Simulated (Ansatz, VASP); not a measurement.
# SnPtSe2S2 in two plane-wave programs

Aim: how closely do two programs agree when they are given the same cell, functional and k mesh? The cell is taken from a series of runs on this material, whose earlier steps may have relaxed, scaled, displaced or heated it; both programs get it as it stands.

Calculated with Ansatz 0.2.0; plane waves, with VASP 6.6.1 beside it; single point at LDA and single point at LDA, spin-orbit coupling.

## Step 1: Starting point

The cell holds 6 atoms: 2 Se, 1 Pt, 2 S and 1 Sn. Its edges and angles: a = 3.700 Å, b = 3.700 Å, c = 22.603 Å, α = 90.0°, β = 90.0°, γ = 120.0°. It derives from PtSe2 and SnS2. As first built, before any earlier steps moved the atoms (in the runner's words): kind stack; lower SnS2; upper PtSe2; cells_lower 1; cells_upper 1; strain_percent 0.65. Vacuum lies along c.

## Step 2: Ansatz: single point, LDA, pair 1

Ansatz runs on its default PAW (the set named soft_2) files.

A single point gives forces, pressure and levels at one fixed geometry, so differences don't come from the geometry; what else differs is listed under the comparison.

input.yaml

```yaml
crystal:
  lattice:
    - [3.69992344, 0.0, 0.0]
    - [-1.84996172, 3.2042276911, 0.0]
    - [0.0, 0.0, 22.6030643076]
  atoms:
    - { symbol: Se, position: [0.3333333333, 0.6666666667, 0.6930586749] }
    - { symbol: Pt, position: [0.0, 0.0, 0.636823766] }
    - { symbol: Se, position: [0.6666666667, 0.3333333333, 0.5807602386] }
    - { symbol: S, position: [0.6666666667, 0.3333333333, 0.435230438] }
    - { symbol: Sn, position: [0.3333333333, 0.6666666667, 0.3716229856] }
    - { symbol: S, position: [0.0, 0.0, 0.3084636709] }
kpoints:
  mp_grid: { grid: [12, 12, 1] }
scf:
  occupations: { method: fermi_dirac, width: 0.02 }
  n_extra_bands: 9
hamiltonian:
  xc: lda
  pseudopotentials: { kind: paw }
output:
  forces: true
  write_potential: true
  volumetric_format: []
  efg: { contact_densities: true }
  dos:
    projected: true
    de: 0.05
    e_range: [-30, 12]
    method: { smearing: { sigma: 0.12, scheme: gaussian } }
  eigenstates:
    kpoints:
      - [0.33333333, 0.33333333, 0.0]
      - [0.31666667, 0.31666667, 0.0]
      - [0.3, 0.3, 0.0]
      - [0.28333333, 0.28333333, 0.0]
      - [0.26666667, 0.26666667, 0.0]
      - [0.25, 0.25, 0.0]
      - [0.23333333, 0.23333333, 0.0]
      - [0.21666667, 0.21666667, 0.0]
      - [0.2, 0.2, 0.0]
      - [0.18333333, 0.18333333, 0.0]
      - [0.16666667, 0.16666667, 0.0]
      - [0.15, 0.15, 0.0]
      - [0.13333333, 0.13333333, 0.0]
      - [0.11666667, 0.11666667, 0.0]
      - [0.1, 0.1, 0.0]
      - [0.08333333, 0.08333333, 0.0]
      - [0.06666667, 0.06666667, 0.0]
      - [0.05, 0.05, 0.0]
      - [0.03333333, 0.03333333, 0.0]
      - [0.01666667, 0.01666667, 0.0]
      - [0.0, 0.0, 0.0]
      - [0.02777778, 0.0, 0.0]
      - [0.05555556, 0.0, 0.0]
      - [0.08333333, 0.0, 0.0]
      - [0.11111111, 0.0, 0.0]
      - [0.13888889, 0.0, 0.0]
      - [0.16666667, 0.0, 0.0]
      - [0.19444444, 0.0, 0.0]
      - [0.22222222, 0.0, 0.0]
      - [0.25, 0.0, 0.0]
      - [0.27777778, 0.0, 0.0]
      - [0.30555556, 0.0, 0.0]
      - [0.33333333, 0.0, 0.0]
      - [0.36111111, 0.0, 0.0]
      - [0.38888889, 0.0, 0.0]
      - [0.41666667, 0.0, 0.0]
      - [0.44444444, 0.0, 0.0]
      - [0.47222222, 0.0, 0.0]
      - [0.5, 0.0, 0.0]
      - [0.48333333, 0.03333333, 0.0]
      - [0.46666667, 0.06666667, 0.0]
      - [0.45, 0.1, 0.0]
      - [0.43333333, 0.13333333, 0.0]
      - [0.41666667, 0.16666667, 0.0]
      - [0.4, 0.2, 0.0]
      - [0.38333333, 0.23333333, 0.0]
      - [0.36666667, 0.26666667, 0.0]
      - [0.35, 0.3, 0.0]
    e_range: [-6.0, 4.0]
    unfold:
      supercell_matrix: [[1, 0, 0], [0, 1, 0], [0, 0, 1]]
      layers: { axis: 3, edges: [0.008771, 0.507994, 0.992751] }
efield:
  axis: 3
  dipole_correction: true
```

Started as:

```console
ansatz run input.yaml --threads 4 --pin off --max-ram 12288MiB --backend cpu --events-out ev --progress --plain --runs-dir out
```

Numbers of over 12 decimals in the logs are rounded to 6 here.

Log:

```text
scf.n_extra_bands = 9 over 38 filled bands (N_el = 76.0): the run solves 47 bands
Sn, Pt: output.efg is read without spin–orbit coupling, which moves field gradients at and beside such atoms by some per cent and up to a factor of two; PAW files take it under magnetization.noncollinear and magnetization.spin_orbit
Engine: ansatz 0.2.0, aarch64-unknown-linux-gnu
Pseudopotentials: kind: paw
Pseudopotential: Se, paw, valence charge 16, recommended cutoff 420 eV (normal), Se.paw.azcp
Pseudopotential: Pt, paw, valence charge 18, recommended cutoff 420 eV (normal), Pt.paw.azcp
Pseudopotential: S, paw, valence charge 6, recommended cutoff 420 eV (normal), S.paw.azcp
Pseudopotential: Sn, paw, valence charge 14, recommended cutoff 420 eV (normal), Sn.paw.azcp
Functional definition: SPW92
  exchange = slater_x
  correlation = pw_c
Crystal: 6 atoms, lattice volume = 267.968 Å³
Basis set: ecut = 420 eV, 5235 PW (Γ)
Bands: 47, of which v1, the nominal top of the filled ones, is band 38 counted from 1 (37 counted from 0)
Symmetry: 6 space group operations
Space group: P3m1 (ITA 156), of the structure as read, at distance tolerance 6.4e-5 Å
k-points: 19 of 144 (time reversal used)
Non-local potential: Se, projectors of the file, l = 0: 2, l = 1: 2, l = 2: 3, l = 3: 1
Non-local potential: Pt, projectors of the file, l = 0: 3, l = 1: 2, l = 2: 2, l = 3: 1
Non-local potential: S, projectors of the file, l = 0: 2, l = 1: 2, l = 2: 2
Non-local potential: Sn, projectors of the file, l = 0: 2, l = 1: 2, l = 2: 2, l = 3: 2
PAW form: soft (Blöchl's): semilocal exchange-correlation on the pseudo side does not see the compensation charge
PAW frozen core: Se, regenerated for the run's functional, and the local potential with it (the file was generated under x = pbe(κ = 0.804, μ = 0.219515), c = pbe(β = 0.066725))
PAW frozen core: Pt, regenerated for the run's functional, and the local potential with it (the file was generated under x = pbe(κ = 0.804, μ = 0.219515), c = pbe(β = 0.066725))
PAW frozen core: S, regenerated for the run's functional, and the local potential with it (the file was generated under x = pbe(κ = 0.804, μ = 0.219515), c = pbe(β = 0.066725))
PAW frozen core: Sn, regenerated for the run's functional, and the local potential with it (the file was generated under x = pbe(κ = 0.804, μ = 0.219515), c = pbe(β = 0.066725))
PAW one-centre angular grid: Se, 590 points (default); XC on 64 Gauss nodes
PAW one-centre angular grid: Pt, 590 points (default); XC on 64 Gauss nodes
PAW one-centre angular grid: S, 110 points (default); XC on 64 Gauss nodes
PAW one-centre angular grid: Sn, 590 points (default); XC on 64 Gauss nodes
Initial density: superposition of atomic densities (neutral atoms: chi_scale 0, normalization atom), corrected by the library's trained network
Initial wavefunctions: pseudopotential atomic-orbital guess
Functional: x = slater, c = lda
SCF iter   1: F=—  HF=-30632.210545 eV  |F-HF|=—  |Δ(HF+E_count)|=         —  Δρ=4.92e-3  dr2=1.42e-1  ethr=1.77e-3  p=0.042 e·Å  D=2.84e-2 V/Å  ΔV_dip=-0.64 eV  dr2_dipole=4.16e-2  V_vac-E_F(+/−)=5.27/5.91 eV  ⟨swp⟩=9.5  Hψ=4005  notcnv=0  defer=1
efield: sawtooth ramp at fractional position 0.9508 (placed from the atoms, in the widest stretch of the axis that holds none; the zero of the levels goes with the place), width 0.1000; the density the first Hamiltonian is built on has a dipole p = 0.042 e·Å; the dipole correction subtracts the counter field D = 2.84e-2 V/Å, which shifts the + side's vacuum level by -0.64 eV against the − side's; the planar-averaged density in the ramp window peaks in size at 4.1e-5 e/Å³
preconditioner: auto → Resta (q_TF=auto, 2.211 Å⁻¹)  ε∞=2.5  [insulator: Δε(μ)=0.831 eV  Ē_g=12.973 eV  σ=0.020 eV  W_gap=1.00  n_scr=56 (ndim 8)  ℏωp=15.7 eV  f_vac=0.499  D(μ)=0.00/eV (n_scr^D=0)  ε∞_Penn≈2.5  vacuum switching on, ρ_ref=1.2e-2 e/Å³]
SCF iter   2: F=—  HF=-30632.189041 eV  |F-HF|=—  |Δ(HF+E_count)|=   2.15e-2  Δρ=3.53e-3  dr2=1.77e-1  ethr=1.87e-4  p=-0.033 e·Å  D=-2.21e-2 V/Å  ΔV_dip=0.50 eV  dr2_dipole=6.80e-2  V_vac-E_F(+/−)=5.97/5.47 eV  ⟨swp⟩=3.2  Hψ=1504  notcnv=0  defer=55
preconditioner: auto → LDOS  [insulator: Δε(μ)=0.105 eV  Ē_g=12.962 eV  σ=0.020 eV  W_gap=0.81  n_scr=56 (ndim 8)  ℏωp=15.7 eV  f_vac=0.499  D(μ)=0.60/eV (n_scr^D=4)  ε∞_Penn≈2.5  β→1.0]
SCF iter   3: F=—  HF=-30632.173494 eV  |F-HF|=—  |Δ(HF+E_count)|=   1.55e-2  Δρ=1.51e-3  dr2=4.15e-2  ethr=1.87e-4  p=0.018 e·Å  D=1.23e-2 V/Å  ΔV_dip=-0.28 eV  dr2_dipole=2.07e-2  V_vac-E_F(+/−)=5.50/5.78 eV  ⟨swp⟩=2.8  Hψ=1359  notcnv=0  defer=73
SCF iter   4: F=—  HF=-30632.168607 eV  |F-HF|=—  |Δ(HF+E_count)|=   4.89e-3  Δρ=5.32e-4  dr2=5.35e-3  ethr=5.46e-5  p=0.005 e·Å  D=3.21e-3 V/Å  ΔV_dip=-0.07 eV  dr2_dipole=2.57e-3  V_vac-E_F(+/−)=5.64/5.71 eV  ⟨swp⟩=2.0  Hψ=1002  notcnv=0  defer=73
SCF iter   5: F=—  HF=-30632.167831 eV  |F-HF|=—  |Δ(HF+E_count)|=   7.77e-4  Δρ=1.70e-4  dr2=3.20e-4  ethr=7.05e-6  p=-0.001 e·Å  D=-9.33e-4 V/Å  ΔV_dip=0.02 eV  dr2_dipole=1.39e-4  V_vac-E_F(+/−)=5.69/5.67 eV  ⟨swp⟩=2.0  Hψ=1162  notcnv=0  defer=73
SCF iter   6: F=—  HF=-30632.167771 eV  |F-HF|=—  |Δ(HF+E_count)|=   5.92e-5  Δρ=4.04e-5  dr2=1.16e-5  ethr=4.20e-7  p=-0.003 e·Å  D=-2.05e-3 V/Å  ΔV_dip=0.05 eV  dr2_dipole=3.96e-6  V_vac-E_F(+/−)=5.71/5.66 eV  ⟨swp⟩=2.1  Hψ=1117  notcnv=0  defer=73
SCF iter   7: F=—  HF=-30632.167824 eV  |F-HF|=—  |Δ(HF+E_count)|=   5.26e-5  Δρ=1.31e-5  dr2=4.82e-7  ethr=1.53e-8  p=-0.003 e·Å  D=-2.23e-3 V/Å  ΔV_dip=0.05 eV  dr2_dipole=1.03e-7  V_vac-E_F(+/−)=5.71/5.66 eV  ⟨swp⟩=2.0  Hψ=1162  notcnv=0  defer=73
SCF iter   8: F=-30632.167824 eV  HF=-30632.167824 eV  |F-HF|=3.63e-8  |Δ(HF+E_count)|=   1.05e-7  Δρ=3.62e-6  dr2=6.03e-8  ethr=1.32e-10  p=-0.003 e·Å  D=-2.27e-3 V/Å  ΔV_dip=0.05 eV  dr2_dipole=8.10e-11  V_vac-E_F(+/−)=5.71/5.66 eV  ⟨swp⟩=20.4  Hψ=7747  notcnv=0
SCF 1 converged in 8 iterations: F = -30632.167824 eV  dr2 = 6.03e-8
  greatest PAW one-centre occupation: 1.000 electrons in one spin orbital (limit 2), on the Se atom at site 2 (counted from 0), in its partial waves of l = 2
NSCF: frozen V_eff on 48 k-points
efield: sawtooth ramp at fractional position 0.9508 (kept from the solve that this one continues, or follows in the run), width 0.1000; the density the first Hamiltonian is built on has a dipole p = -0.003 e·Å; the dipole correction subtracts the counter field D = -2.27e-3 V/Å, which shifts the + side's vacuum level by +0.05 eV against the − side's; the planar-averaged density in the ramp window peaks in size at 1.8e-6 e/Å³
WARN: The output density's exchange-correlation potential varies sharply where the density is thin. Do not read a vacuum level from v_tot or v_xc, or from such a field of the output density. On a cell that repeats whose density bears no net charge and no dipole along the vacuum's axis use v_es (v_loc + v_h of the components); under efield.dipole_correction with no amplitude use v_es + v_field, which holds any externa [...]
SCF converged after 8 iterations
Free energy (F): -30632.167824 eV
Harris-Foulkes:  -30632.167824 eV  (|F-HF|=3.63e-8)
Internal energy: -30632.167633 eV  (E = F + TS)
E sigma→0 (E₀):  -30632.167728 eV
Entropy (-TS):   -0.000192 eV (-0.032 meV/atom)
Fermi energy:    1.707329 eV
Dipole field:    D = -0.002260 V/Å  (p = -0.003346 e·Å, saw-weighted, corrected)
Work function:   Φ+ = 5.7136 eV   Φ− = 5.6626 eV
Levels:          The Fermi level and band energies are counted from a zero that moves with the ramp; work functions are not
--- Per-component energies (eV) ---
  E_band       = -1771.024440
  E_kinetic    = 1279.780559
  E_local      = -59790.181569  (includes V_loc(G=0)·N_el)
  E_nonlocal   = -937.216776
  E_hartree    = 29347.117632
  E_xc         = -1037.336015
  E_vxc        = -772.070773  (∫ρ·V_xc dr)
  E_paw        = -17971.124986  (= ΣΔE_a)
  E_vpaw       = -245.730568  (= ΣTr[D̂ρ^β])
  E_aug_tail   = -0.001018  (compensation charges beyond the density's cutoff)
  E_efield     = 0.000004  (sawtooth field / dipole correction)
  E_vefield    = 0.176272  (∫n·V_field dr)
  E_ewald      = 18471.164650
  E_core_change = 5.629887  (= ΣΔE_core)
  E_smearing   = -0.000192  (= −TS)
  E_closure    = -0.000000  (closes the sum)
  Σ components = -30632.167824   (vs F -30632.167824, Δ=0.00e0)
--- Forces (eV/Å), atoms counted from 1 ---
  atom   1  Se     0.00000000     0.00000000     0.07161381
  atom   2  Pt    -0.00000000    -0.00000000     0.05873195
  atom   3  Se    -0.00000000    -0.00000000     0.04667933
  atom   4  S      0.00000000    -0.00000000    -0.03786485
  atom   5  Sn     0.00000000     0.00000000    -0.04060006
  atom   6  S      0.00000000     0.00000000    -0.09850159
  max |Σ_I F_I| component: 5.86e-5 eV/Å
--- PAW observables at the nuclei: V_zz in 10²¹ V/m², potentials from the cell's mean, atoms counted from 1 ---
  atom   1  Se V_zz =   -10.639382   η = 0.0000   by run symmetry: allowed
            electrostatic potential = -4703.472250 V   contact ρ = 261634.395581 e/Å³
  atom   2  Pt V_zz =    +8.363842   η = 0.0000   by run symmetry: allowed
            electrostatic potential = -16103.092922 V   contact ρ = 12038639.823609 e/Å³
  atom   3  Se V_zz =    -8.342787   η = 0.0000   by run symmetry: allowed
            electrostatic potential = -4703.447915 V   contact ρ = 261636.423312 e/Å³
  atom   4  S  V_zz =    -5.844903   η = 0.0000   by run symmetry: allowed
            electrostatic potential = -1627.735401 V   contact ρ = 19608.930347 e/Å³
  atom   5  Sn V_zz =    +1.569777   η = 0.0000   by run symmetry: allowed
            electrostatic potential = -8162.748518 V   contact ρ = 1231389.651460 e/Å³
  atom   6  S  V_zz =    -7.277631   η = 0.0000   by run symmetry: allowed
            electrostatic potential = -1627.769050 V   contact ρ = 19608.260250 e/Å³
--- Band table (eV; the first three rows and the last of 19) ---
  k-point 0: bands = [... 34 lower, 0.3744, 1.0335, 1.4210, 1.4210, 2.6388, 3.8193, 4.5962, 4.5962, ... 5 higher]
  k-point 1: bands = [... 34 lower, 0.2235, 1.1576, 1.4248, 1.4493, 2.9377, 4.0420, 4.2326, 4.4687, ... 5 higher]
  k-point 2: bands = [... 34 lower, 0.2687, 1.2747, 1.3468, 1.5326, 3.1337, 3.1626, 4.2433, 4.7688, ... 5 higher]
  k-point 18: bands = [... 34 lower, -0.3628, -0.1838, 0.4681, 0.6571, 2.9119, 3.3479, 3.4215, 6.4380, ... 5 higher]
```

[end of part 1 of 3]

[Lines on the potential files, build, host, timing and source positions are cut from VASP's logs without a mark.]

[Logs are printed without paths, hosts, clocks, repeated set-up lines and the standing remarks that a program may print on its own settings, such as how far it seeks lower states.]

[Hosts, paths, dates, database ids (printed as entryN), source tags and the programs' standing remarks are cut or masked in the printed files.]
